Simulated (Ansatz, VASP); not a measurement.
# CdC2: VASP beside Ansatz, part 3 of 3

Aim: how closely do two programs agree when they are given the same cell, functional and k mesh? The cell is generated by rule, not measured, and may not be a known phase. The cell is taken from a series of runs on this material, whose earlier steps may have relaxed, scaled, displaced or heated it; both programs get it as it stands.

VASP 6.6.1 and Ansatz 0.2.0.

So far: Starting point; VASP: zone-centre phonons, PBE.

The structure was built from a prototype and need not be the compound's stable phase.

## Step 3: Ansatz: zone-centre phonons, PBE

Level of this step: Ansatz beside VASP: Kohn-Sham DFT, plane waves, PBE (Ansatz).

Ansatz runs on its NC files.

The same cell, functional and mesh now go to Ansatz, which takes its cutoff from its data sets.

Contents of input.yaml:

```yaml
crystal:
  lattice:
    - [5.9172779579, 0.0, 0.0]
    - [0.0, 2.7931514496, 2.8132152488]
    - [0.0, -2.7931514496, 2.8132152488]
  atoms:
    - { symbol: Cd, position: [0.0, 0.5218956854, 0.5218956854] }
    - { symbol: Cd, position: [0.5, 0.9884757214, 0.9884757214] }
    - { symbol: C, position: [0.0, 0.8557746191, 0.0801454211] }
    - { symbol: C, position: [0.5, 0.5991270858, 0.5991270858] }
    - { symbol: C, position: [0.0, 0.0801454211, 0.8557746191] }
    - { symbol: C, position: [0.5, 0.3766345179, 0.3766345179] }
kpoints:
  mp_grid: { grid: [4, 6, 6] }
hamiltonian:
  xc: pbe
  pseudopotentials: { kind: nc }
scf:
  occupations: { method: fixed }
output:
  eigenvalues: true
phonons:
  method: dfpt
  dielectric: true
  rigid_motions: translations
```

Command:

```sh
$ ansatz run input.yaml --threads 8 --pin off --max-ram 14336MiB --backend cpu --events-out ev --progress --plain --runs-dir out
```

Numbers of over 12 decimals in the logs are rounded to 6 here.

Log:

```text
Engine: ansatz 0.2.0, x86_64-unknown-linux-gnu
Pseudopotentials: kind: nc
Pseudopotential: Cd, nc, valence charge 20, recommended cutoff 1071 eV (normal), Cd.nc.azcp
Pseudopotential: C, nc, valence charge 4, recommended cutoff 1115.666836 eV (normal), C.nc.azcp
Functional definition: PBE
  parameter kappa = 0.804
  parameter beta = 0.066725
  exchange = pbe_x(kappa = kappa, mu = beta*pi^2/3)
  correlation = pbe_c(beta = beta)
Crystal: 6 atoms, lattice volume = 92.993 Å³
Basis set: ecut = 1115.666836 eV, 7825 PW (Γ), exchange–correlation on 144×90×90 points (8 copies of the dense FFT grid, shifted against one another)
Bands: 34, of which v1, the nominal top of the filled ones, is band 28 counted from 1 (27 counted from 0)
Symmetry: 4 space group operations
k-points: 76 of 144 (irreducible under 1 space group operation, time reversal used)
Non-local potential: Cd, projectors of the file, l = 0: 2, l = 1: 2, l = 2: 2, l = 3: 1
Non-local potential: C, projectors of the file, l = 0: 2, l = 1: 2
Initial density: superposition of atomic densities (chi_scale 0.1, normalization cell, long waves kept (reshape's long-wave potential 0.00 eV rms))
Initial wavefunctions: pseudopotential atomic-orbital guess
Functional: x = pbe(κ = 0.804, μ = 0.219515), c = pbe(β = 0.066725)
SCF iter   1: F=—  HF=-10187.772343 eV  |F-HF|=—  |Δ(HF+E_count)|=         —  Δρ=9.83e-2  dr2=9.32e0  ethr=3.10e-3  ⟨swp⟩=5.0  Hψ=10097  notcnv=0  defer=274
preconditioner: auto → Resta (q_TF=auto, 2.507 Å⁻¹)  ε∞=6.0  [insulator: Δε(μ)=4.088 eV  Ē_g=10.879 eV  n_scr=28 (ndim 8)  ℏωp=24.4 eV  f_vac=0.000  ε∞_Penn≈6.0]
SCF iter   2: F=—  HF=-10184.991497 eV  |F-HF|=—  |Δ(HF+E_count)|=    2.78e0  Δρ=4.37e-2  dr2=1.66e0  ethr=3.10e-3  ⟨swp⟩=3.0  Hψ=5327  notcnv=0  defer=177
SCF iter   3: F=—  HF=-10184.459615 eV  |F-HF|=—  |Δ(HF+E_count)|=   5.32e-1  Δρ=8.02e-3  dr2=3.49e-2  ethr=2.97e-3  ⟨swp⟩=3.0  Hψ=5093  notcnv=0  defer=270
SCF iter   4: F=—  HF=-10184.465288 eV  |F-HF|=—  |Δ(HF+E_count)|=   5.67e-3  Δρ=1.75e-3  dr2=4.12e-3  ethr=6.22e-5  ⟨swp⟩=3.1  Hψ=3579  notcnv=0  defer=304
SCF iter   5: F=—  HF=-10184.466138 eV  |F-HF|=—  |Δ(HF+E_count)|=   8.50e-4  Δρ=7.91e-4  dr2=6.31e-4  ethr=7.36e-6  ⟨swp⟩=3.0  Hψ=4333  notcnv=0  defer=304
SCF iter   6: F=—  HF=-10184.466224 eV  |F-HF|=—  |Δ(HF+E_count)|=   8.58e-5  Δρ=3.49e-4  dr2=1.21e-4  ethr=1.13e-6  ⟨swp⟩=2.4  Hψ=4120  notcnv=0  defer=304
SCF iter   7: F=—  HF=-10184.466264 eV  |F-HF|=—  |Δ(HF+E_count)|=   4.01e-5  Δρ=9.01e-5  dr2=6.68e-6  ethr=2.16e-7  ⟨swp⟩=2.0  Hψ=3916  notcnv=0  defer=302
SCF iter   8: F=—  HF=-10184.466262 eV  |F-HF|=—  |Δ(HF+E_count)|=   1.90e-6  Δρ=2.92e-5  dr2=5.80e-7  ethr=1.19e-8  ⟨swp⟩=2.5  Hψ=4355  notcnv=0  defer=279
SCF iter   9: F=—  HF=-10184.466273 eV  |F-HF|=—  |Δ(HF+E_count)|=   1.17e-5  Δρ=5.88e-6  dr2=2.31e-8  ethr=1.04e-9  ⟨swp⟩=2.0  Hψ=4604  notcnv=0  defer=271
SCF iter  10: F=—  HF=-10184.466273 eV  |F-HF|=—  |Δ(HF+E_count)|=   2.32e-8  Δρ=1.05e-6  dr2=1.10e-9  ethr=4.12e-11  ⟨swp⟩=2.5  Hψ=4479  notcnv=0  defer=271
SCF iter  11: F=-10184.466273 eV  HF=-10184.466273 eV  |F-HF|=1.64e-11  |Δ(HF+E_count)|=  6.48e-10  Δρ=1.88e-7  dr2=3.94e-11  ethr=1.00e-12  ⟨swp⟩=19.4  Hψ=22519  notcnv=0
SCF 1 converged in 11 iterations: F = -10184.466273 eV  dr2 = 3.94e-11
NSCF: frozen V_eff on 2 k-points
DFPT response loops at Γ: preconditioner auto → Resta (q_TF=auto, 2.507 Å⁻¹)  ε∞=4.3 (no band partly filled); β = 1.00, the filter's whole step (`scf.mixing.beta` (0.50) is not read by the response loops at its default; to damp them type it under 1.00, their step now; it binds the ground state too); Broyden in place of MSR1
── the response to a field inside a basis, on 4×6×6 k-points: an SCF that follows is theirs, and a resumed run solves both again ──
Bands: 29, of which v1, the nominal top of the filled ones, is band 28 counted from 1 (27 counted from 0)
k-points: 24 of 144 (time reversal used)
Initial density: handed on by an earlier stage of this run
Initial wavefunctions: pseudopotential atomic-orbital guess (no wavefunctions were taken with the density)
Eigensolver: Dense (24 Hₖ)
SCF iter   1: F=—  HF=-10184.402104 eV  |F-HF|=—  |Δ(HF+E_count)|=         —  Δρ=4.82e-4  dr2=2.29e-5  ethr=1.00e-1
preconditioner: auto → Resta (q_TF=auto, 2.507 Å⁻¹)  ε∞=7.2  [insulator: Δε(μ)=3.300 eV  Ē_g=9.753 eV  n_scr=28 (ndim 8)  ℏωp=24.4 eV  f_vac=0.029  ε∞_Penn≈7.2]
SCF iter   2: F=—  HF=-10184.402146 eV  |F-HF|=—  |Δ(HF+E_count)|=   4.22e-5  Δρ=2.44e-4  dr2=5.96e-6  ethr=4.09e-8
SCF iter   3: F=—  HF=-10184.402164 eV  |F-HF|=—  |Δ(HF+E_count)|=   1.72e-5  Δρ=2.24e-5  dr2=1.49e-7  ethr=1.06e-8
SCF iter   4: F=-10184.402164 eV  HF=-10184.402164 eV  |F-HF|=5.11e-9  |Δ(HF+E_count)|=   9.72e-8  Δρ=4.94e-6  dr2=9.82e-9  ethr=2.67e-10
SCF 1 converged in 4 iterations: F = -10184.402164 eV  dr2 = 9.82e-9
DFPT response loops at Γ: mixed as the last ones told, above
SCF converged after 11 iterations
Free energy (F): -10184.466273 eV
Harris-Foulkes:  -10184.466273 eV  (|F-HF|=1.64e-11)
Internal energy: -10184.466273 eV  (E = F + TS)
E sigma→0 (E₀):  -10184.466273 eV
Fermi energy:    7.037582 eV
--- Per-component energies (eV) ---
  E_band       = -988.376317
  E_kinetic    = 3691.823038
  E_local      = -10255.939557  (includes V_loc(G=0)·N_el)
  E_nonlocal   = 338.548856
  E_hartree    = 3314.823175
  E_xc         = -1546.665457
  E_vxc        = -1392.455175  (∫ρ·V_xc dr)
  E_ewald      = -5727.056328
  E_smearing   = -0.000000  (= −TS)
  E_closure    = -0.000000  (closes the sum)
  Σ components = -10184.466273   (vs F -10184.466273, Δ=0.00e0)
--- Band table (eV; the first three rows and the last of 76) ---
  k-point 0: bands = [... 24 lower, 4.5562, 5.8066, 5.9210, 5.9788, 10.6484, 11.8240, 12.9383, 13.0168, ... 2 higher]
  k-point 1: bands = [... 24 lower, 4.6510, 5.9300, 6.0078, 6.0738, 10.9132, 11.8741, 12.4368, 12.6412, ... 2 higher]
  k-point 2: bands = [... 24 lower, 4.9877, 5.6793, 6.1092, 6.2546, 11.2884, 11.6982, 11.7700, 12.0027, ... 2 higher]
  k-point 75: bands = [... 24 lower, 4.1939, 4.3568, 6.7045, 6.7660, 11.8556, 11.8671, 11.9165, 12.0983, ... 2 higher]
--- Phonons (Γ-DFPT): 15 representative perturbations + reference, on 76 of 144 k-points (Σ response iterations 51) ---
  k mesh reduced under 1 symmetry operation, with k and −k counted as one. Each operation leaves every solved perturbation unchanged. A smaller set is not considered because the run solves the response to a homogeneous field
  ASR residual: 6.283e-4 → 0.000e0 eV/Å²; symmetrization residual: 2.925e-6 eV/Å²
  ASR residual per site (eV/Å²): 2.07e-4 6.28e-4 7.45e-5 5.87e-5 7.45e-5 1.22e-4
  Γ frequencies (cm⁻¹): -76.65 -61.26 0.00 0.00 0.00 45.67 51.97 61.37 140.34 255.64 256.50 287.50 366.56 375.45 443.67 452.06 1928.36 1940.46
  ε∞ (high-frequency dielectric tensor):
        4.174615     0.000000     0.000000
        0.000000     5.135132     0.000000
        0.000000     0.000000     5.060972
  softest optical mode at Γ: -76.65 cm⁻¹; the repairs (sum rule, projections) moved no ω² at Γ by more than (1.99 cm⁻¹)²
  Born effective charges Z* (e; rows j = field, columns β = displacement):
    site 0:
         2.30186    0.00000   -0.00000
         0.00000    2.14380    0.00000
        -0.00000   -0.00000    2.35056
    site 1:
         2.32173    0.00000   -0.00000
         0.00000    2.62432    0.00000
        -0.00000   -0.00000    2.17810
    site 2:
        -1.15741   -0.00000    0.00000
         0.00000   -1.02631   -0.05045
         0.00000   -0.29672   -1.21978
    site 3:
        -1.21520    0.00000   -0.00000
         0.00000   -1.35928    0.00000
        -0.00000   -0.00000   -1.05348
    site 4:
        -1.15741   -0.00000   -0.00000
         0.00000   -1.02631    0.05045
        -0.00000    0.29672   -1.21978
    site 5:
        -1.09358    0.00000   -0.00000
         0.00000   -1.35622    0.00000
        -0.00000   -0.00000   -1.03563
  Z* charge neutrality: 5.854e-3 e pre-enforcement
  solved inside a basis spanned on kpoints, on 4×6×6 k-points, its susceptibility summed on 6×10×10: ε∞ is read to err by 1.7e-2, Z* by 2.5e-2 e (field_mesh: kpoints solves on kpoints); Z* is corrected for what the basis lacks
  optical modes at Γ without the LO–TO term, one row a degenerate level:
      ω (cm⁻¹)  modes    IR ((D/Å)²/amu)
        -76.65      1             7.9786
        -61.26      1            12.4656
         45.67      1             0.0079
[...]
optical modes at Γ + LO–TO along q̂ = [1.0000, 0.0000, 0.0000]:
      ω (cm⁻¹)  modes    IR ((D/Å)²/amu)
[...]
optical modes at Γ + LO–TO along q̂ = [0.0000, 1.0000, 0.0000]:
      ω (cm⁻¹)  modes    IR ((D/Å)²/amu)
[...]
optical modes at Γ + LO–TO along q̂ = [0.0000, 0.0000, 1.0000]:
      ω (cm⁻¹)  modes    IR ((D/Å)²/amu)
[...]
256.50      1             0.0000
        287.50      1             0.0000
        366.56      1             0.9414
        375.45      1             0.2280
        452.06      1             3.5564
        472.32      1             6.7250
       1928.71      1             0.3082
       1940.46      1             0.0020
```

## Step 4: Comparison

Known differences besides the potentials themselves: fixed occupations in Ansatz, narrow Gaussian smearing in VASP; VASP's response is taken on the typed mesh, Ansatz refines its own for the field response alone; the data sets hold 56 valence electrons in Ansatz (on its NC files) and 40 in VASP; the cutoff is 1115.67 eV in Ansatz and 600 eV in VASP. Total energies have different zeros and are not compared.

Compared:

```
                                              quantity  Ansatz    VASP  difference
                                                 ε∞ xx    4.17    4.16     +0.28 %
                                                 ε∞ yy    5.14    5.10     +0.72 %
                                                 ε∞ zz    5.06    5.02     +0.76 %
         Born charge of Cd1 (mean of the diagonal) (e)    2.27    2.26        0.00
          Born charge of C3 (mean of the diagonal) (e)   -1.13   -1.13        0.00
optical mode 1 (imaginary, printed as negative) (cm⁻¹)   -76.7   -77.1        +0.4
optical mode 2 (imaginary, printed as negative) (cm⁻¹)   -61.3   -66.4        +5.1
                                 optical mode 3 (cm⁻¹)    45.7    47.5        -1.9
                                 optical mode 4 (cm⁻¹)    52.0    51.8     +0.29 %
                                 optical mode 5 (cm⁻¹)    61.4    60.6     +1.34 %
                                 optical mode 6 (cm⁻¹)   140.3   142.7     -1.64 %
                                 optical mode 7 (cm⁻¹)   255.6   246.2     +3.82 %
                                 optical mode 8 (cm⁻¹)   256.5   246.8     +3.91 %
                                 optical mode 9 (cm⁻¹)   287.5   287.4     +0.04 %
                                optical mode 10 (cm⁻¹)   366.6   362.0     +1.25 %
                                optical mode 11 (cm⁻¹)   375.4   370.1     +1.44 %
                                optical mode 12 (cm⁻¹)   443.7   452.0     -1.84 %
                                optical mode 13 (cm⁻¹)   452.1   458.7     -1.45 %
                                optical mode 14 (cm⁻¹)  1928.4  1937.3     -0.46 %
                                optical mode 15 (cm⁻¹)  1940.5  1949.4     -0.46 %
```

Modes are paired by rising frequency, not by their patterns, so a pair may set unlike modes beside each other; they are those without the splitting of longitudinal modes.

## Step 5: Summary of results

| Item | Value |
| --- | --- |
| r.m.s. difference of the optical zone-centre modes, each program's sorted by frequency (zone-centre phonons, PBE) | 6.0 cm⁻¹ |
| difference in optical mode 8 (zone-centre phonons, PBE) | +3.9 % |

In words: The r.m.s. difference of the optical zone-centre modes, each program's sorted by frequency is 6.0 cm⁻¹ (zone-centre phonons, PBE). The data sets hold unlike numbers of valence electrons (56 in Ansatz and 40 in VASP), so part of the differences comes from the potentials. Among the rows given in per cent, the largest difference of the zone-centre phonons, PBE pair is in optical mode 8, +3.9 %. How closely two codes agree says nothing of how well the functional describes the real material.

[Lines on the potential files, build, host, timing and source positions are cut from VASP's logs without a mark.]

[Logs are printed without paths, hosts, clocks, repeated set-up lines and the standing remarks that a program may print on its own settings, such as how far it seeks lower states.]

[Hosts, paths, dates, database ids (printed as entryN), source tags and the programs' standing remarks are cut or masked in the printed files.]
